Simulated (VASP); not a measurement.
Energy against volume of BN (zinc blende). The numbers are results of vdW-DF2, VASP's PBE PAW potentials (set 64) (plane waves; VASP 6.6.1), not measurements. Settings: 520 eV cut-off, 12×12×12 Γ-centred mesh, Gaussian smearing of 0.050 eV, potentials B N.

```
V (Å³/atom)  E (eV/atom)
-----------  -----------
5.750           -7.24915
5.934           -7.26950
6.117           -7.27602
6.301           -7.27048
```

Task: Fit these four points and predict the energy of the run at 6.485 Å³/atom.

Result: A cubic in V^(−2/3), the third-order Birch-Murnaghan form, passes through the four points with V0 = 6.12 Å³/atom and B0 = 350 GPa, and gives -7.2544 eV/atom there. The run gave -7.2545 eV/atom, -0.2 meV/atom from the fit; all five points give B0 = 349 GPa.

The compound is BN in the zinc blende structure. It was relaxed first.
